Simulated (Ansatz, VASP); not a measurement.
## Si4W9O7 (amorphous SiO2 against W(110), -4 O): VASP beside Ansatz

One calculation is typed for both programs; each brings its own data sets. How far apart do they land? Of the first pair: The structure shown is the start of the Ansatz relaxation below; VASP solves that cell, so the two are compared at the walk's first step.

Method: plane waves, with VASP 6.6.1 beside it; single point at PBE, in Ansatz 0.2.0.

## (1) Set-up

The cell holds 80 atoms: 36 W, 16 Si and 28 O. Its edges and angles: a = 9.540 Å, b = 8.994 Å, c = 16.256 Å, α = 90.0°, β = 90.0°, γ = 90.0°. It derives from W (3 planes of bcc W(110)). A slab of 3 planes of bcc W(110) (starting lattice constant a = 3.18 A), 9.54 x 8.99 A in plane. 44 atoms (16 Si, 28 O) packed at random between the slab and its periodic image at 2.2 g/cm^3 (a layer of 7.9 A) and pushed apart as soft spheres. Langevin MD at fixed cell with the MACE-MP-0b2 small potential (Batatia et al., arXiv:2401.00096), steps of 1.5 fs: 0.63 ps at 3200 K with the crystal held, 3200 to 1100 K in 1.8 ps with the crystal held, 1100 to 300 K in 0.9 ps with its inner planes held; soft walls kept the melt out of the crystal while it was held. Then all atoms and the cell's height relaxed. The structure's axis is c.

## (2) Ansatz: relaxation, PBE

Ansatz runs on its default PAW (the set named soft_2) files.

The two programs are compared at the cell with which this relaxation starts, whose forces are those of its first step.

Contents of input.yaml:

```yaml
crystal:
  lattice:
    - [9.54, 0.0, 0.0]
    - [0.0, 8.9944, 0.0]
    - [0.0, 0.0, 16.25566]
  atoms:
    - { symbol: W, position: [0.01691, 0.01101, 0.22149] }
    - { symbol: W, position: [0.18302, 0.0114, 0.08209] }
    - { symbol: W, position: [0.01666, 0.26084, 0.08054] }
    - { symbol: W, position: [0.18379, 0.26032, 0.21817] }
    - { symbol: W, position: [0.18332, 0.01018, 0.36089] }
    - { symbol: W, position: [0.0131, 0.26109, 0.35776] }
    - { symbol: W, position: [0.01853, 0.51052, 0.21828] }
    - { symbol: W, position: [0.18468, 0.51072, 0.08031] }
    - { symbol: W, position: [0.01809, 0.76115, 0.08247] }
    - { symbol: W, position: [0.18348, 0.76163, 0.21984] }
    - { symbol: W, position: [0.18248, 0.51161, 0.35544] }
    - { symbol: W, position: [0.01789, 0.76341, 0.36018] }
    - { symbol: W, position: [0.34896, 0.00893, 0.22055] }
    - { symbol: W, position: [0.51604, 0.01198, 0.08131] }
    - { symbol: W, position: [0.35085, 0.26032, 0.08048] }
    - { symbol: W, position: [0.51562, 0.26172, 0.21741] }
    - { symbol: W, position: [0.51654, 0.01611, 0.35152] }
    - { symbol: W, position: [0.34708, 0.26056, 0.35461] }
    - { symbol: W, position: [0.34891, 0.51347, 0.21995] }
    - { symbol: W, position: [0.51576, 0.51064, 0.08023] }
    - { symbol: W, position: [0.34986, 0.76188, 0.08193] }
    - { symbol: W, position: [0.51677, 0.76094, 0.21851] }
    - { symbol: W, position: [0.51481, 0.50833, 0.35598] }
    - { symbol: W, position: [0.35365, 0.76041, 0.36532] }
    - { symbol: W, position: [0.68377, 0.0121, 0.21887] }
    - { symbol: W, position: [0.85081, 0.01126, 0.0814] }
    - { symbol: W, position: [0.68155, 0.2601, 0.07925] }
    - { symbol: W, position: [0.8501, 0.26028, 0.21633] }
    - { symbol: W, position: [0.84744, 0.00876, 0.35545] }
    - { symbol: W, position: [0.68682, 0.26072, 0.35502] }
    - { symbol: W, position: [0.68266, 0.51056, 0.21786] }
    - { symbol: W, position: [0.84938, 0.51132, 0.08061] }
    - { symbol: W, position: [0.6826, 0.76199, 0.08284] }
    - { symbol: W, position: [0.85035, 0.76179, 0.21769] }
    - { symbol: W, position: [0.85073, 0.51654, 0.35207] }
    - { symbol: W, position: [0.67839, 0.76172, 0.35656] }
    - { symbol: Si, position: [0.0053, 0.92826, 0.77384] }
    - { symbol: Si, position: [0.84101, 0.3448, 0.4745] }
    - { symbol: Si, position: [0.51321, 0.42612, 0.64933] }
    - { symbol: Si, position: [0.88657, 0.57278, 0.6265] }
    - { symbol: Si, position: [0.10251, 0.51313, 0.70372] }
    - { symbol: Si, position: [0.18258, 0.80592, 0.48662] }
    - { symbol: Si, position: [0.83165, 0.90066, 0.61638] }
    - { symbol: Si, position: [0.52289, 0.89659, 0.64118] }
    - { symbol: Si, position: [0.69819, 0.8571, 0.80199] }
    - { symbol: Si, position: [0.06479, 0.2099, 0.73665] }
    - { symbol: Si, position: [0.35523, 0.16583, 0.6833] }
    - { symbol: Si, position: [0.24819, 0.77635, 0.68841] }
    - { symbol: Si, position: [0.54132, 0.11547, 0.84654] }
    - { symbol: Si, position: [0.75096, 0.2657, 0.73364] }
    - { symbol: Si, position: [0.67031, 0.54765, 0.76405] }
    - { symbol: Si, position: [0.52195, 0.66068, 0.49339] }
    - { symbol: O, position: [0.50749, 0.50769, 0.74017] }
    - { symbol: O, position: [0.15551, 0.84126, 0.76554] }
    - { symbol: O, position: [0.95616, 0.94562, 0.67888] }
    - { symbol: O, position: [0.75295, 0.40421, 0.80003] }
    - { symbol: O, position: [0.41117, 0.81855, 0.70238] }
    - { symbol: O, position: [0.72864, 0.58236, 0.67222] }
    - { symbol: O, position: [0.96483, 0.61522, 0.72405] }
    - { symbol: O, position: [0.64016, 0.30052, 0.65854] }
    - { symbol: O, position: [0.37064, 0.32859, 0.64118] }
    - { symbol: O, position: [0.04469, 0.09214, 0.81215] }
    - { symbol: O, position: [0.81493, 0.43757, 0.56032] }
    - { symbol: O, position: [0.04689, 0.48635, 0.60917] }
    - { symbol: O, position: [0.20218, 0.81752, 0.5899] }
    - { symbol: O, position: [0.5632, 0.92919, 0.84778] }
    - { symbol: O, position: [0.54377, 0.80507, 0.55639] }
    - { symbol: O, position: [0.8773, 0.7379, 0.58099] }
    - { symbol: O, position: [0.18548, 0.13507, 0.67634] }
    - { symbol: O, position: [0.5043, 0.53831, 0.5693] }
    - { symbol: O, position: [0.86468, 0.87679, 0.82322] }
    - { symbol: O, position: [0.40944, 0.15146, 0.77795] }
    - { symbol: O, position: [0.12318, 0.37155, 0.76526] }
    - { symbol: O, position: [0.76865, 0.02694, 0.56366] }
    - { symbol: O, position: [0.45259, 0.05721, 0.62466] }
    - { symbol: O, position: [0.69479, 0.12844, 0.78856] }
    - { symbol: O, position: [0.67512, 0.68423, 0.8259] }
    - { symbol: O, position: [0.24998, 0.59907, 0.69942] }
    - { symbol: O, position: [0.67933, 0.87714, 0.69294] }
    - { symbol: O, position: [0.90839, 0.23949, 0.69757] }
kpoints:
  mp_grid: { grid: [2, 2, 1] }
hamiltonian:
  xc: pbe
scf:
  occupations: { method: fermi_dirac, width: 0.1 }
output:
  forces: true
relax:
  f_tol: 0.08
  max_steps: 90
  cell: { fix: [a, b, alpha, beta, gamma] }
```

On the command line:

```bash
$ ansatz run input.yaml --threads 4 --pin off --max-ram 8192MiB --backend cpu --events-out ev --progress --plain --runs-dir out
```

Numbers of over 12 decimals in the logs are rounded to 6 here.

The log of the run:

```text
Engine: ansatz 0.2.0, x86_64-unknown-linux-gnu
Pseudopotentials: kind: paw
Pseudopotential: W, paw, valence charge 14, recommended cutoff 420 eV (normal), W.paw.azcp
Pseudopotential: Si, paw, valence charge 4, recommended cutoff 420 eV (normal), Si.paw.azcp
Pseudopotential: O, paw, valence charge 6, recommended cutoff 420 eV (normal), O.paw.azcp
Functional definition: PBE
  parameter kappa = 0.804
  parameter beta = 0.066725
  exchange = pbe_x(kappa = kappa, mu = beta*pi^2/3)
  correlation = pbe_c(beta = beta)
Crystal: 80 atoms, lattice volume = 1394.843 Å³
Basis set: ecut = 420 eV, 27199 PW (Γ), exchange–correlation on 128×128×240 points (8 copies of the dense FFT grid, shifted against one another)
Bands: 448, of which v1, the nominal top of the filled ones, is band 368 counted from 1 (367 counted from 0)
Symmetry: 1 space group operations
Space group: P1 (ITA 1), of the structure as read, at distance tolerance 1.1e-4 Å
k-points: 4
Non-local potential: W, projectors of the file, l = 0: 3, l = 1: 2, l = 2: 2, l = 3: 1
Non-local potential: Si, projectors of the file, l = 0: 2, l = 1: 2, l = 2: 2
Non-local potential: O, projectors of the file, l = 0: 2, l = 1: 2, l = 2: 1
PAW form: soft (Blöchl's): semilocal exchange-correlation on the pseudo side does not see the compensation charge
PAW one-centre angular grid: W, 590 points (default); XC on 64 Gauss nodes
PAW one-centre angular grid: Si, 110 points (default); XC on 64 Gauss nodes
PAW one-centre angular grid: O, 110 points (default); XC on 64 Gauss nodes
Initial density: superposition of atomic densities (neutral atoms: chi_scale 0, normalization atom), corrected by the library's trained network
Initial wavefunctions: pseudopotential atomic-orbital guess
Functional: x = pbe(κ = 0.804, μ = 0.219515), c = pbe(β = 0.066725)
SCF iter   1: F=—  HF=-399916.788875 eV  |F-HF|=—  |Δ(HF+E_count)|=         —  Δρ=1.05e-2  dr2=8.63e0  ethr=1.77e-3  ⟨swp⟩=7.5  Hψ=8454  notcnv=0  defer=12
preconditioner: auto → LDOS  [metal: Δε(μ)=0.050 eV  Ē_g=7.881 eV  σ=0.100 eV  W_gap=0.12  n_scr=348 (ndim 8)  ℏωp=21.0 eV  f_vac=0.158  D(μ)=33.44/eV (n_scr^D=204)  β→1.0]
SCF iter   2: F=—  HF=-399916.351492 eV  |F-HF|=—  |Δ(HF+E_count)|=   4.37e-1  Δρ=6.20e-3  dr2=2.27e0  ethr=1.17e-3  ⟨swp⟩=2.8  Hψ=2470  notcnv=0  defer=38
SCF iter   3: F=—  HF=-399916.158571 eV  |F-HF|=—  |Δ(HF+E_count)|=   1.93e-1  Δρ=1.41e-3  dr2=5.71e-2  ethr=3.09e-4  ⟨swp⟩=2.2  Hψ=3054  notcnv=0  defer=37
SCF iter   4: F=—  HF=-399916.154656 eV  |F-HF|=—  |Δ(HF+E_count)|=   3.92e-3  Δρ=9.14e-4  dr2=1.23e-2  ethr=7.76e-6  ⟨swp⟩=2.0  Hψ=2652  notcnv=0  defer=37
SCF iter   5: F=—  HF=-399916.152466 eV  |F-HF|=—  |Δ(HF+E_count)|=   2.19e-3  Δρ=2.52e-4  dr2=9.94e-4  ethr=1.67e-6  ⟨swp⟩=2.2  Hψ=2570  notcnv=0  defer=37
SCF iter   6: F=—  HF=-399916.152548 eV  |F-HF|=—  |Δ(HF+E_count)|=   8.14e-5  Δρ=1.04e-4  dr2=2.31e-4  ethr=1.35e-7  ⟨swp⟩=2.8  Hψ=2707  notcnv=0  defer=37
SCF iter   7: F=—  HF=-399916.152553 eV  |F-HF|=—  |Δ(HF+E_count)|=   5.25e-6  Δρ=4.72e-5  dr2=4.02e-5  ethr=3.13e-8  ⟨swp⟩=2.0  Hψ=2676  notcnv=0  defer=37
SCF iter   8: F=—  HF=-399916.154115 eV  |F-HF|=—  |Δ(HF+E_count)|=   1.56e-3  Δρ=2.33e-5  dr2=9.04e-6  ethr=5.46e-9  ⟨swp⟩=2.5  Hψ=2830  notcnv=0  defer=37
SCF iter   9: F=—  HF=-399916.154115 eV  |F-HF|=—  |Δ(HF+E_count)|=   1.64e-7  Δρ=9.10e-6  dr2=1.62e-6  ethr=1.23e-9  ⟨swp⟩=2.2  Hψ=2656  notcnv=0  defer=37
SCF iter  10: F=—  HF=-399916.154115 eV  |F-HF|=—  |Δ(HF+E_count)|=   1.26e-7  Δρ=4.36e-6  dr2=4.25e-7  ethr=2.20e-10  ⟨swp⟩=2.0  Hψ=2631  notcnv=0  defer=37
SCF iter  11: F=—  HF=-399916.154115 eV  |F-HF|=—  |Δ(HF+E_count)|=   2.32e-8  Δρ=2.45e-6  dr2=1.51e-7  ethr=5.77e-11  ⟨swp⟩=2.0  Hψ=2646  notcnv=0  defer=37
SCF iter  12: F=-399916.154115 eV  HF=-399916.154115 eV  |F-HF|=1.81e-8  |Δ(HF+E_count)|=   4.77e-9  Δρ=1.13e-6  dr2=2.75e-8  ethr=1.36e-11  ⟨swp⟩=4.0  Hψ=4981  notcnv=0
SCF 1 converged in 12 iterations: F = -399916.154115 eV  dr2 = 2.75e-8
  greatest PAW one-centre occupation: 1.000 electrons in one spin orbital (limit 2), on the W atom at site 17 (counted from 0), in its partial waves of l = 0
relax step   1: F+E_penalty+E_count = -399916.15411465 eV  Δ(F+E_penalty+E_count) = +0.000e0 eV  max|allowed force component| = 1.994e0 eV/Å  Δτ_max = 0.0000 Å  P = -3.569 GPa  Ω = 1394.843 Å³  fix = [a, b, alpha, beta, gamma]  reactions: a -5.315, b -0.745 GPa; alpha +0.419, beta -0.033, gamma -1.541 GPa/rad  (12 SCF iters, dr2 threshold 1.00e-7 eV, accepted)
Crystal: 80 atoms, lattice volume = 1329.790 Å³
Basis set: ecut = 420 eV, 25895 PW (Γ), exchange–correlation on 128×128×240 points (8 copies of the dense FFT grid, shifted against one another)
Initial density: handed on by an earlier stage of this run
Initial wavefunctions: those handed on with the density
[...]
atom  52  Si     0.00713289    -0.00463039    -0.00314649
  atom  53  O      0.00135041     0.00246941     0.00132351
  atom  54  O     -0.00368194     0.00787158    -0.00106855
  atom  55  O      0.00882838     0.00125373     0.01401998
  atom  56  O      0.00617964     0.00199853     0.01160182
  atom  57  O      0.00234255     0.00375585    -0.00251268
  atom  58  O      0.01464330     0.00750707     0.00475538
  atom  59  O      0.00423133    -0.00181467     0.01006127
  atom  60  O     -0.00810131     0.00125898     0.00871100
  atom  61  O      0.00232102     0.00671888     0.00158466
  atom  62  O     -0.00363167    -0.00205899     0.00492572
  atom  63  O      0.00213936     0.00261168     0.01078840
  atom  64  O      0.00274930     0.00165107     0.00592654
  atom  65  O      0.00093596     0.00499152     0.00666644
  atom  66  O     -0.01497704     0.00284671    -0.01494709
  atom  67  O     -0.01022303     0.01231864    -0.00482200
  atom  68  O     -0.00231263    -0.01176133     0.01312679
  atom  69  O     -0.00919180     0.00138439    -0.00476357
  atom  70  O      0.00482556    -0.00292207     0.00189944
  atom  71  O      0.00171159     0.00836838     0.00310544
  atom  72  O     -0.00416154     0.00269679     0.01003762
  atom  73  O     -0.00008493     0.00017385     0.00866217
  atom  74  O     -0.00272991     0.00908134    -0.00119876
  atom  75  O      0.00036124     0.00111000    -0.00126025
  atom  76  O      0.00449464     0.00266139    -0.00963499
  atom  77  O      0.01109396     0.00786286     0.02344999
  atom  78  O     -0.00351348    -0.00528080     0.00433158
  atom  79  O      0.00026176    -0.00069264     0.01266443
  atom  80  O     -0.00079043    -0.00086378     0.00541473
  max |Σ_I F_I| component: 2.16e-5 eV/Å
--- Stress (GPa, compression-positive) ---
       -3.675294       1.774483      -0.122196
        1.774484       2.245519      -1.694640
       -0.122197      -1.694640       0.000900
  P = ⅓ Tr σ = -0.4763 GPa (-4.763 kbar)
--- Relaxed structure (22 steps of the walk, 18 accepted, 2 SCFs on fresh bases) ---
  F+E_penalty+E_count = -399920.58554190 eV   max|allowed force component| = 2.628e-2 eV/Å   (the final SCF, on the basis selected at the relaxed cell)
  cell:  # Å, volume = 1227.1521 Å³
    - [9.54, 0, 0]
    - [0, 8.9944, 0]
    - [0, 0, 14.301376]
  atoms:
    - { symbol: W, position: [0.0097611, -0.011497, 0.206205] }
    - { symbol: W, position: [0.175976, -0.014412, 0.052303] }
    - { symbol: W, position: [0.00707694, 0.236411, 0.053030] }
    - { symbol: W, position: [0.176643, 0.237282, 0.202374] }
    - { symbol: W, position: [0.176452, -0.00867072, 0.358716] }
    - { symbol: W, position: [0.015543, 0.240485, 0.359060] }
    - { symbol: W, position: [0.010430, 0.487746, 0.205717] }
    - { symbol: W, position: [0.174933, 0.486200, 0.050911] }
    - { symbol: W, position: [0.011790, 0.735213, 0.053386] }
    - { symbol: W, position: [0.175392, 0.737272, 0.201524] }
    - { symbol: W, position: [0.176012, 0.490181, 0.359226] }
    - { symbol: W, position: [0.00665337, 0.745264, 0.361222] }
    - { symbol: W, position: [0.343200, -0.014278, 0.201331] }
    - { symbol: W, position: [0.513428, -0.018619, 0.042557] }
    - { symbol: W, position: [0.341485, 0.235123, 0.050602] }
    - { symbol: W, position: [0.509128, 0.234960, 0.198702] }
    - { symbol: W, position: [0.510307, -0.011857, 0.352532] }
    - { symbol: W, position: [0.342666, 0.237419, 0.353040] }
    - { symbol: W, position: [0.342640, 0.486966, 0.202850] }
    - { symbol: W, position: [0.507279, 0.484606, 0.048980] }
    - { symbol: W, position: [0.341742, 0.734196, 0.049568] }
    - { symbol: W, position: [0.510250, 0.736860, 0.197898] }
    - { symbol: W, position: [0.511150, 0.483948, 0.354125] }
    - { symbol: W, position: [0.345749, 0.737729, 0.355772] }
[...]
- { symbol: W, position: [0.835412, -0.00607233, 0.383302] }
    - { symbol: W, position: [0.669975, 0.239554, 0.356163] }
    - { symbol: W, position: [0.677221, 0.485181, 0.202151] }
    - { symbol: W, position: [0.843150, 0.484915, 0.051779] }
    - { symbol: W, position: [0.677698, 0.732324, 0.051563] }
    - { symbol: W, position: [0.844503, 0.739599, 0.202621] }
    - { symbol: W, position: [0.843682, 0.499806, 0.361739] }
    - { symbol: W, position: [0.681857, 0.743134, 0.350979] }
    - { symbol: Si, position: [0.00425921, 0.951181, 0.798041] }
    - { symbol: Si, position: [0.840868, 0.297383, 0.485793] }
    - { symbol: Si, position: [0.522717, 0.444175, 0.644221] }
    - { symbol: Si, position: [0.898959, 0.584081, 0.617838] }
    - { symbol: Si, position: [0.091543, 0.539858, 0.734305] }
    - { symbol: Si, position: [0.194063, 0.775757, 0.488753] }
    - { symbol: Si, position: [0.843824, 0.905503, 0.613656] }
    - { symbol: Si, position: [0.518355, 0.914813, 0.656538] }
    - { symbol: Si, position: [0.700181, 0.889526, 0.825772] }
    - { symbol: Si, position: [0.063890, 0.236972, 0.759589] }
    - { symbol: Si, position: [0.365245, 0.199679, 0.707406] }
    - { symbol: Si, position: [0.252711, 0.786455, 0.714414] }
    - { symbol: Si, position: [0.564505, 0.158958, 0.884409] }
    - { symbol: Si, position: [0.757933, 0.286660, 0.741534] }
    - { symbol: Si, position: [0.681715, 0.573172, 0.773815] }
    - { symbol: Si, position: [0.508013, 0.698708, 0.484507] }
    - { symbol: O, position: [0.520614, 0.531814, 0.745447] }
    - { symbol: O, position: [0.157345, 0.873228, 0.793317] }
    - { symbol: O, position: [0.951786, 0.969895, 0.689665] }
    - { symbol: O, position: [0.759433, 0.426468, 0.816568] }
    - { symbol: O, position: [0.417022, 0.830623, 0.729575] }
    - { symbol: O, position: [0.739864, 0.592256, 0.666843] }
    - { symbol: O, position: [0.960075, 0.652086, 0.743202] }
    - { symbol: O, position: [0.652109, 0.317865, 0.652843] }
    - { symbol: O, position: [0.377590, 0.349941, 0.645864] }
    - { symbol: O, position: [0.033117, 0.117337, 0.842453] }
    - { symbol: O, position: [0.842363, 0.480592, 0.521380] }
    - { symbol: O, position: [0.052866, 0.492094, 0.624840] }
    - { symbol: O, position: [0.208603, 0.810418, 0.604244] }
    - { symbol: O, position: [0.561455, 0.963422, 0.876400] }
    - { symbol: O, position: [0.543470, 0.834524, 0.559413] }
    - { symbol: O, position: [0.900832, 0.751219, 0.571420] }
    - { symbol: O, position: [0.196572, 0.166253, 0.702384] }
    - { symbol: O, position: [0.512247, 0.543556, 0.549758] }
    - { symbol: O, position: [0.863681, 0.906384, 0.858906] }
    - { symbol: O, position: [0.427743, 0.207351, 0.814813] }
    - { symbol: O, position: [0.101484, 0.396752, 0.804752] }
    - { symbol: O, position: [0.804833, 0.00420608, 0.525572] }
    - { symbol: O, position: [0.457440, 0.079516, 0.646236] }
    - { symbol: O, position: [0.700596, 0.147607, 0.803001] }
    - { symbol: O, position: [0.676211, 0.712123, 0.845170] }
    - { symbol: O, position: [0.245541, 0.613259, 0.742675] }
    - { symbol: O, position: [0.688264, 0.903487, 0.700555] }
    - { symbol: O, position: [0.914974, 0.257595, 0.700898] }
```

The column dr2 measures how far the density is from self-consistency, as an energy; F and HF (Harris–Foulkes) agree once it is small.

[end of part 1 of 3]

[Lines on the potential files, build, host, timing and source positions are cut from VASP's logs without a mark.]

[Logs are printed without paths, hosts, clocks, repeated set-up lines and the standing remarks that a program may print on its own settings, such as how far it seeks lower states.]

[Hosts, paths, dates, database ids (printed as entryN), source tags and the programs' standing remarks are cut or masked in the printed files.]
